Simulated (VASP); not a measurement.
# Mg3CdSe2O2 (P3m1) in VASP: density of states with PBE

Aim: the density of states of Mg3CdSe2O2 with PBE.

Everything below comes from runs of VASP 6.6.1. Logs are shortened: lines on timing, memory, paths and dates and some standing lists are left out, and cuts for length are marked.

## (1) The crystal as given

The structure is trigonal, space group P3m1 (No. 156). The conventional cell has a = 3.661 Å, b = 3.661 Å, c = 12.299 Å, α = 90.00°, β = 90.00°, γ = 120.00°. Mg (site symmetry 3m) is surrounded by 3 O at 2.20 Å. Mg (site symmetry 3m) has 1 O at 1.93 Å as nearest neighbours. Around Mg (site symmetry 3m) lie 3 O at 2.22 Å. Cd (site symmetry 3m) has 1 O at 2.17 Å as nearest neighbours. Se (site symmetry 3m) is surrounded by 3 Cd at 2.64 Å and 3 Mg at 2.89 Å. Around Se (site symmetry 3m) lie 3 Mg at 2.51 Å. O (site symmetry 3m) has 1 Cd at 2.17 Å and 3 Mg at 2.20 Å as nearest neighbours. O (site symmetry 3m) has 4 Mg at 1.93 to 2.22 Å as nearest neighbours.

The cell was built by a generator and needn't be a form met in nature.

## (2) Density of states, PBE

Contents of POSCAR:

```
Mg3CdSe2O2                              
1.0
    3.6612347028      0.0000000000      0.0000000000
   -1.8306173514      3.1707222553      0.0000000000
    0.0000000000      0.0000000000     12.2987415401
  Mg              Cd              Se              O             
     3     1     2     2
Direct
     0.3333333300000021    0.6666666699999979    0.9163099551805942
     0.0000000000000000    0.0000000000000000    0.6438140359790907
     0.6666666699999979    0.3333333300000021    0.4324018095881073
     0.0000000000000000    0.0000000000000000    0.1428814885231304
     0.3333333300000021    0.6666666699999979    0.2718063253142731
     0.6666666699999979    0.3333333300000021    0.7543108731575714
     0.0000000000000000    0.0000000000000000    0.9667514578327570
     0.0000000000000000    0.0000000000000000    0.4868024444244980
```

Contents of INCAR.step1:

```
PREC = Accurate
ENCUT = 520
EDIFF = 1E-6
ISMEAR = 0
SIGMA = 0.1
LREAL = False
LASPH = True
NELM = 60
ALGO = Normal
ISIF = 2
LWAVE = False
LCHARG = True
GGA = PE
NBANDS = 31
KPAR = 4
```

Contents of KPOINTS.step1:

```
regular mesh
0
Gamma
  10 10 4
```

Contents of INCAR.step2:

```
PREC = Accurate
ENCUT = 520
EDIFF = 1E-6
ISMEAR = -5
SIGMA = 0.1
LREAL = False
LASPH = True
NELM = 60
ALGO = Normal
ISIF = 2
LWAVE = False
LCHARG = False
GGA = PE
LORBIT = 11
NBANDS = 31
KPAR = 4
NEDOS = 2001
ICHARG = 11
```

Contents of KPOINTS.step2:

```
regular mesh
0
Gamma
  15 15 6
```

Potentials or basis: VASP PAW PBE potentials, release 64 (Mg, Cd, Se, O).

Started as:

```console
$ cat potpaw_PBE.64/Mg/POTCAR potpaw_PBE.64/Cd/POTCAR potpaw_PBE.64/Se/POTCAR potpaw_PBE.64/O/POTCAR > POTCAR
$ cp INCAR.step1 INCAR
$ cp KPOINTS.step1 KPOINTS
$ mpirun -np 4 vasp_std > vasp.out
$ cp INCAR.step2 INCAR
$ cp KPOINTS.step2 KPOINTS
$ mpirun -np 4 vasp_std > vasp.out
```

OUTCAR:

```text
PREC = Accurate
   ENCUT = 520
   EDIFF = 1E-6
   ISMEAR = -5
   LREAL = False
   LASPH = True
   NELM = 60
   ISIF = 2
   GGA = PE
   LORBIT = 11
   ICHARG = 11

 ion  position               nearest neighbor table
   1  0.333  0.667  0.916-   7 2.20   7 2.20   7 2.20   6 2.90   6 2.90   6 2.90   4 3.50   4 3.50
                             4 3.50
   2  0.000  0.000  0.644-   8 1.93   6 2.51   6 2.51   6 2.51   3 3.35   3 3.35   3 3.35
   3  0.667  0.333  0.432-   8 2.22   8 2.22   8 2.22   5 2.89   5 2.89   5 2.89   2 3.35   2 3.35
                             2 3.35
   4  0.000  0.000  0.143-   7 2.17   5 2.64   5 2.64   5 2.64   1 3.50   1 3.50   1 3.50
   5  0.333  0.667  0.272-   4 2.64   4 2.64   4 2.64   3 2.89   3 2.89   3 2.89
   6  0.667  0.333  0.754-   2 2.51   2 2.51   2 2.51   1 2.90   1 2.90   1 2.90
   7  0.000  0.000  0.967-   4 2.17   1 2.20   1 2.20   1 2.20
   8  0.000  0.000  0.487-   2 1.93   3 2.22   3 2.22   3 2.22

  LATTYP: Found a hexagonal cell.
 ALAT       =     3.6612347028
 C/A-ratio  =     3.3591786756

  Lattice vectors:

 A1 = (   3.6612347028,   0.0000000000,   0.0000000000)
 A2 = (  -1.8306173514,   3.1707222553,   0.0000000000)
 A3 = (   0.0000000000,   0.0000000000,  12.2987415401)

Analysis of symmetry for initial positions (statically):
=====================================================================
 Subroutine PRICEL returns:
 Original cell was already a primitive cell.

 Routine SETGRP: Setting up the symmetry group for a
 hexagonal supercell.

 Subroutine GETGRP returns: Found  6 space group operations
 (whereof  6 operations were pure point group operations)
 out of a pool of 24 trial point group operations.

The static configuration has the point symmetry C_3v.

Analysis of symmetry for dynamics (positions and initial velocities):
=====================================================================
 Subroutine PRICEL returns:
 Original cell was already a primitive cell.

 Routine SETGRP: Setting up the symmetry group for a
 hexagonal supercell.

 Subroutine GETGRP returns: Found  6 space group operations
 (whereof  6 operations were pure point group operations)
 out of a pool of 24 trial point group operations.

The dynamic configuration has the point symmetry C_3v.

 Subroutine INISYM returns: Found  6 space group operations
 (whereof  6 operations are pure point group operations),
 and found     1 'primitive' translations

----------------------------------------------------------------------------------------

                                     Primitive cell

  volume of cell :     142.7731

  direct lattice vectors                    reciprocal lattice vectors
     3.661234703  0.000000000  0.000000000     0.273131903  0.157692778  0.000000000
    -1.830617351  3.170722255  0.000000000     0.000000000  0.315385556  0.000000000
     0.000000000  0.000000000 12.298741540     0.000000000  0.000000000  0.081309132

  length of vectors
     3.661234703  3.661234697 12.298741540     0.315385555  0.315385556  0.081309132

  position of ions in fractional coordinates (direct lattice)
     0.333333330  0.666666670  0.916309955
     0.000000000  0.000000000  0.643814036
     0.666666670  0.333333330  0.432401810
     0.000000000  0.000000000  0.142881489
     0.333333330  0.666666670  0.271806325
     0.666666670  0.333333330  0.754310873
     0.000000000  0.000000000  0.966751458
     0.000000000  0.000000000  0.486802444

  ion indices of the primitive-cell ions
   primitive index   ion index
                 1           1
                 2           2
                 3           3
                 4           4
                 5           5
                 6           6
                 7           7
                 8           8

----------------------------------------------------------------------------------------

 KPOINTS: regular mesh

Automatic generation of k-mesh.
 Grid dimensions read from file:
 generate k-points for:   15   15    6

 Generating k-lattice:

  Cartesian coordinates                     Fractional coordinates (reciprocal lattice)
     0.018208794  0.010512852  0.000000000     0.066666667  0.000000000  0.000000000
     0.000000000  0.021025704  0.000000000     0.000000000  0.066666667  0.000000000
     0.000000000  0.000000000  0.013551522     0.000000000  0.000000000  0.166666667

  Length of vectors
     0.021025704  0.021025704  0.013551522

  Shift w.r.t. Gamma in fractional coordinates (k-lattice)
     0.000000000  0.000000000  0.000000000

 TETIRR: Found   1946 inequivalent tetrahedra from     8100

 Subroutine IBZKPT returns following result:
 ===========================================

 Found    146 irreducible k-points:

 Following reciprocal coordinates:
            Coordinates               Weight
  0.000000  0.000000  0.000000      1.000000
  0.066667  0.000000  0.000000      6.000000
  0.133333  0.000000  0.000000      6.000000
  0.200000  0.000000  0.000000      6.000000
  0.266667  0.000000  0.000000      6.000000
  0.333333  0.000000  0.000000      6.000000
[... 16 lines left out ...]
  0.333333  0.200000  0.000000     12.000000
  0.400000  0.200000  0.000000      6.000000
 [... further k-points ...]
   k-points           NKPTS =    146   k-points in BZ     NKDIM =    146   number of bands    NBANDS=     31
   number of dos      NEDOS =   2001   number of ions     NIONS =      8
   total plane-waves  NPLWV =  75264
   dimension x,y,z NGX =    28 NGY =   28 NGZ =   96
   dimension x,y,z NGXF=    56 NGYF=   56 NGZF=  192
   ions per type =               3   1   2   2
   NGX,Y,Z   is equivalent  to a cutoff of  12.71, 12.71, 12.98 a.u.
   NGXF,Y,Z  is equivalent  to a cutoff of  25.43, 25.43, 25.95 a.u.
 SYSTEM =  unknown system
   PREC   = accura    normal or accurate (medium, high low for compatibility)
   ISTART =      0    job   : 0-new  1-cont  2-samecut
   ICHARG =     11    charge: 1-file 2-atom 10-const
   ISPIN  =      1    spin polarized calculation?
   LNONCOLLINEAR =      F non collinear calculations
   LSORBIT =      F    spin-orbit coupling
   LASPH  =      T    aspherical Exc in radial PAW
   ENCUT  =  520.0 eV  38.22 Ry    6.18 a.u.   6.81  6.81 22.87*2*pi/ulx,y,z
   NELM   =     60;   NELMIN=  2; NELMDL=  0     # of ELM steps
   EDIFF  = 0.1E-05   stopping-criterion for ELM
   LREAL  =      F    real-space projection
   EDIFFG = 0.1E-04   stopping-criterion for IOM
   NSW    =      0    number of steps for IOM
   IBRION =     -1    ionic relax: 0-MD 1-quasi-New 2-CG
   NFREE  =      0    steps in history (QN), initial steepest desc. (CG)
   ISIF   =      2    stress and relaxation
   ISYM   =      2    0-nonsym 1-usesym 2-fastsym
   POTIM  = 0.5000    time-step for ionic-motion
   TEBEG  =    0.0;   TEEND  =   0.0 temperature during run
   PSTRESS=    0.0 pullay stress
   NELECT =      42.0000    total number of electrons
   NUPDOWN=      -1.0000    fix difference up-down
   EMIN   =  10.00;   EMAX   =-10.00  energy-range for DOS
   EFERMI =   0.00;   METHOD = LEGACY
   ISMEAR =    -5;   SIGMA  =   0.10  broadening in eV -4-tet -1-fermi 0-gaus
   EFERMI_NEDOS =   21; number of points for ismear=-14 and -15
   IALGO  =     38    algorithm
   IMIX   =      4    mixing-type and parameters
     AMIX     =   0.40;   BMIX     =  1.00
     AMIX_MAG =   1.60;   BMIX_MAG =  1.00
  volume/ion in A,a.u.               =      17.85       120.44
  Fermi-wavevector in a.u.,A,eV,Ry     =   1.088786  2.057507 16.129088  1.185455
  Thomas-Fermi vector in A             =   2.224975
   LORBIT       =     11    0 simple, 1 ext, 2 COOP (PROOUT), +10 PAW based schemes
   GGA     = PE    functional components
   LHFCALC =     F    Hartree Fock is set to
   AEXX    =    0.0000 exact exchange contribution
   IVDW    =     0    specifies the selected vdW correction
   LEPSILON=     F    determine dielectric tensor
   LRPA    =     F    only Hartree local field effects (RPA)
 non-spin polarized calculation
 Fermi weights with tetrahedron method with Bloechl corrections
  energy-cutoff  :      520.00
  volume of cell :      142.77
 maximum number of plane-waves:      3876

 number of electron      41.9999985 magnetization

 Free energy of the ion-electron system (eV)
  ---------------------------------------------------
  ext. energy  EPLUGINS =         0.00000000
  ---------------------------------------------------
  free energy    TOTEN  =       -33.75926562 eV

  energy without entropy =      -33.75926562  energy(sigma->0) =      -33.75926562

 E-fermi :   3.2656     XC(G=0):  -9.5072

 val. band max:        3.2656384874   @ k =   0.0000   0.0000   0.0000
 cond. band min:       3.2654673490   @ k =   0.0000   0.0000   0.1667
 fundamental gap:     -0.0001711384
 Fermi energy:         3.2655883976

 k-point     1 :       0.0000    0.0000    0.0000
  band No.  band energies     occupation
      1     -14.6490      2.00000
      2     -14.4639      2.00000
      3     -10.2370      2.00000
      4     -10.1304      2.00000
      5      -5.4774      2.00000
      6      -5.4730      2.00000
[... 23 lines left out ...]
     30      10.8312      0.00000
     31      10.8312      0.00000

 k-point     2 :       0.0667    0.0000    0.0000
  band No.  band energies     occupation
      1     -14.6409      2.00000
      2     -14.4555      2.00000
      3     -10.2057      2.00000
      4     -10.0968      2.00000
      5      -5.4894      2.00000
      6      -5.4615      2.00000
[... 23 lines left out ...]
     30      10.6660      0.00000
     31      10.9226      0.00000

 k-point     3 :       0.1333    0.0000    0.0000
  band No.  band energies     occupation
      1     -14.6181      2.00000
      2     -14.4317      2.00000
      3     -10.1157      2.00000
      4      -9.9986      2.00000
      5      -5.5030      2.00000
      6      -5.4300      2.00000
[... 23 lines left out ...]
     30      10.9378      0.00000
     31      10.9678      0.00000

 k-point     4 :       0.2000    0.0000    0.0000
  band No.  band energies     occupation
      1     -14.5842      2.00000
      2     -14.3966      2.00000
      3      -9.9784      2.00000
      4      -9.8445      2.00000
      5      -5.5165      2.00000
      6      -5.3891      2.00000
[... 635 lines left out ...]
     30       9.9265      0.00000
     31      10.6472      0.00000

 k-point    23 :       0.3333    0.2000    0.0000
  band No.  band energies     occupation
      1     -14.4514      2.00000
      2     -14.2584      2.00000
      3      -9.3867      2.00000
      4      -9.1132      2.00000
      5      -5.4772      2.00000
      6      -5.3898      2.00000
[... 23 lines left out ...]
     30      10.1396      0.00000
     31      10.5152      0.00000

 k-point    24 :       0.4000    0.2000    0.0000
  band No.  band energies     occupation
      1     -14.4447      2.00000
      2     -14.2513      2.00000
      3      -9.3540      2.00000
      4      -9.0688      2.00000
      5      -5.4809      2.00000
      6      -5.3940      2.00000
[... 23 lines left out ...]
     30      10.3158      0.00000
     31      10.4645      0.00000

 [... further k-points ...]

------------------------ aborting loop because EDIFF is reached ----------------------------------------

  FORCE on cell =-STRESS in cart. coord.  units (eV):
  Direction    XX          YY          ZZ          XY          YZ          ZX
  --------------------------------------------------------------------------------------
  -------------------------------------------------------------------------------------
  Total       -0.0129612     -0.0129612      0.0122030      0.0000000      0.0000000      0.0000000
  in kB       -0.1454488     -0.1454488      0.1369404      0.0000000      0.0000000      0.0000000
  external PRESSURE =      -0.0513191 kB  Pullay stress =       0.0000000 kB

 VOLUME and BASIS-vectors are now :
 -----------------------------------------------------------------------------
  energy-cutoff  :      520.00
  volume of cell :      142.77
      direct lattice vectors                 reciprocal lattice vectors
     3.661234703  0.000000000  0.000000000     0.273131903  0.157692778  0.000000000
    -1.830617351  3.170722255  0.000000000     0.000000000  0.315385556  0.000000000
     0.000000000  0.000000000 12.298741540     0.000000000  0.000000000  0.081309132

 POSITION                                       TOTAL-FORCE (eV/Angst)
 -----------------------------------------------------------------------------------
     -0.00000      2.11381     11.26946        -0.000000     -0.000000     -0.000016
      0.00000      0.00000      7.91810        -0.000000     -0.000000     -0.002567
      1.83062      1.05691      5.31800        -0.000000     -0.000000      0.001663
      0.00000      0.00000      1.75726        -0.000000      0.000000     -0.001112
     -0.00000      2.11381      3.34288         0.000000      0.000000      0.001933
      1.83062      1.05691      9.27707         0.000000     -0.000000      0.001883
      0.00000      0.00000     11.88983        -0.000000     -0.000000     -0.002951
      0.00000      0.00000      5.98706        -0.000000     -0.000000      0.001166
 -----------------------------------------------------------------------------------
    total drift:                               -0.000068      0.000039      0.000003

  FREE ENERGIE OF THE ION-ELECTRON SYSTEM (eV)
  ---------------------------------------------------
  free  energy   TOTEN  =       -33.7592656188 eV

  energy  without entropy=      -33.7592656188  energy(sigma->0) =      -33.75926562

 total charge

# of ion       s       p       d       tot
------------------------------------------
    1        0.125   0.107   0.036   0.268
    2        0.179   0.174   0.055   0.409
    3        0.128   0.107   0.035   0.271
    4        0.440   0.324   9.566  10.330
    5        1.457   2.435   0.024   3.916
    6        1.440   2.543   0.015   3.998
    7        1.555   3.385   0.000   4.940
    8        1.550   3.433   0.000   4.983
--------------------------------------------------
tot          6.874  12.509   9.731  29.114
```

Run time: 94 s. Hardware: 4 MPI ranks of Intel Xeon 6975P-C (Granite Rapids), shared host; peak memory 0.74 GiB.

What came out:

```
Valence electrons inside the program's atomic spheres : Mg 0.27, 0.41; Cd 10.33; Se 3.92, 4.00; O 4.94, 4.98
```

States per cell in windows of 1 eV (zero at the Fermi level; states under -8 eV left out):
```
from (eV)  total  O8_p  O7_p  Se5_p  Se6_p  Cd4_p  Cd4_s
     -8.0   0.00  0.00  0.00   0.00   0.00   0.00   0.00
     -7.0   0.00  0.00  0.00   0.00   0.00   0.00   0.00
     -6.0   1.94  0.11  0.18   0.22   0.12   0.02   0.18
     -5.0   5.28  0.69  0.59   0.29   0.50   0.04   0.11
     -4.0   7.50  1.76  1.64   0.26   0.33   0.07   0.07
     -3.0   5.39  0.72  0.80   0.55   0.77   0.09   0.03
     -2.0   2.98  0.15  0.13   0.61   0.66   0.05   0.01
     -1.0   1.11  0.01  0.01   0.42   0.18   0.02   0.00
      0.0   0.22  0.01  0.02   0.02   0.01   0.00   0.01
      1.0   1.48  0.03  0.13   0.12   0.02   0.03   0.16
      2.0   2.33  0.12  0.10   0.08   0.08   0.06   0.09
      3.0   2.02  0.07  0.08   0.06   0.03   0.09   0.09
      4.0   3.57  0.13  0.13   0.09   0.08   0.12   0.10
      5.0   3.31  0.08  0.07   0.08   0.10   0.12   0.06
      6.0   4.70  0.12  0.13   0.15   0.10   0.16   0.04
      7.0   2.67  0.07  0.06   0.10   0.08   0.12   0.02
```

Caveat: tetrahedron occupations give inexact forces and stress in metals.
